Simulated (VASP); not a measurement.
An input for Quantum ESPRESSO's pw.x (written as the equivalent of a VASP run, and not itself run):

```
&CONTROL
  calculation = 'scf'
  pseudo_dir = './pseudo'
  outdir = './out'
  tprnfor = .true.
  tstress = .true.
/
&SYSTEM
  ibrav = 0
  nat = 4
  ntyp = 2
  ecutwfc = 80
  occupations = 'smearing'
  smearing = 'gaussian'
  degauss = 0.0147
  input_dft = 'pbesol'
/
&ELECTRONS
  conv_thr = 7.3e-08
  electron_maxstep = 100
/
ATOMIC_SPECIES
  In 114.818 In.upf
  Sb 121.760 Sb.upf
CELL_PARAMETERS angstrom
     2.3125450   -4.0026250    0.0000000
     2.3125450    4.0026250    0.0000000
     0.0000000    0.0000000    7.6163000
ATOMIC_POSITIONS crystal
  In   0.3318800  0.6681200  0.4881500
  In   0.6681200  0.3318800  0.9881500
  Sb   0.3345000  0.6655000  0.8618500
  Sb   0.6655000  0.3345000  0.3618500
K_POINTS automatic
  6 6 3 0 0 0
```

Problem. Write the VASP files for the same calculation (PBEsol).

Solution. This is not unique; one that fits is 
**POSCAR**
```
InSb
1
    2.3125450000    -4.0026250000     0.0000000000
    2.3125450000     4.0026250000     0.0000000000
    0.0000000000     0.0000000000     7.6163000000
In Sb
2 2
Direct
  0.3318800000   0.6681200000   0.4881500000
  0.6681200000   0.3318800000   0.9881500000
  0.3345000000   0.6655000000   0.8618500000
  0.6655000000   0.3345000000   0.3618500000
```

**KPOINTS**
```
Automatic mesh
0
Gamma
6 6 3
0 0 0
```

**INCAR**
```
ALGO  =  Normal
EDIFF  =  1E-6
ENCUT  =  300
GGA  =  PS
ISIF  =  2
ISMEAR  =  0
LASPH  =  .TRUE.
LCHARG  =  .FALSE.
LMAXMIX  =  4
LREAL  =  .FALSE.
LWAVE  =  .FALSE.
NELM  =  100
PREC  =  Accurate
SIGMA  =  0.2
SYSTEM  =  InSb
```

POTCAR, in this order: In_d Sb (PBE.64 set). Program: vasp_std.

Limits of the translation: the potentials are each code's own (VASP's PAW set, PseudoDojo norm-conserving files in pw.x), so ENCUT and ecutwfc are chosen apart and not converted; conv_thr bounds pw.x's estimated SCF error, while EDIFF bounds the energy change between steps.

The structure comes from a computed database's InSb entry (Cmc2_1); how it stands against other phases isn't given here. The cell was not relaxed at this level.
